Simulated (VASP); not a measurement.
Wanted: the native input for a VASP 6.6.1 run.

```
Task                   : single point
Functional             : PBE
Potentials or basis    : VASP PAW PBE potentials, release 64 (Cd, W_sv)
Cutoff                 : 520 eV
k mesh                 : 4 × 4 × 4
Occupations            : gaussian, width 0.1 eV
Spin                   : no spin polarisation
Dipole correction      : no
Further INCAR settings : ALGO = Normal; EDIFF = 1e-07; NBANDS = 35
```

The structure of CdW3 lies in POSCAR:

```
CdW3
1.0
    4.0560116945      0.0000000000      0.0000000000
    0.0000000000      4.0560116945      0.0000000000
    0.0000000000      0.0000000000      4.0560116945
Cd W
1 3
Direct
    0.0000000000      0.0000000000      0.0000000000
    0.0000000000      0.5000000000      0.5000000000
    0.5000000000      0.0000000000      0.5000000000
    0.5000000000      0.5000000000      0.0000000000
```

The cell was built by a generator and needn't be a form met in nature.

These files were run (other wordings do the same):

INCAR

```
PREC = Accurate
ENCUT = 520
EDIFF = 1E-7
ISMEAR = 0
SIGMA = 0.1
LREAL = F
LASPH = T
NELM = 100
ALGO = Normal
ISIF = 2
LWAVE = F
LCHARG = F
GGA = PE
NBANDS = 35
```

KPOINTS

```
regular mesh
0
Gamma
  4 4 4
```

Potentials or basis: VASP PAW PBE potentials, release 64 (Cd, W_sv).

Run with:

```sh
$ cat potpaw_PBE.64/Cd/POTCAR potpaw_PBE.64/W_sv/POTCAR > POTCAR
$ mpirun -np 1 vasp_std > vasp.out
```

It gave:

```
Pressure               : 1.0 GPa
Band gap on the k mesh : none (metal or under the smearing width)
```

Caveat: the k mesh is coarse (spacing up to 0.39 Å⁻¹), so the values aren't converged.

Wall time 15 s on 1 thread of Intel(R) Xeon(R) Platinum 8488C (Sapphire Rapids), on a shared host, peak memory 0.17 GiB.
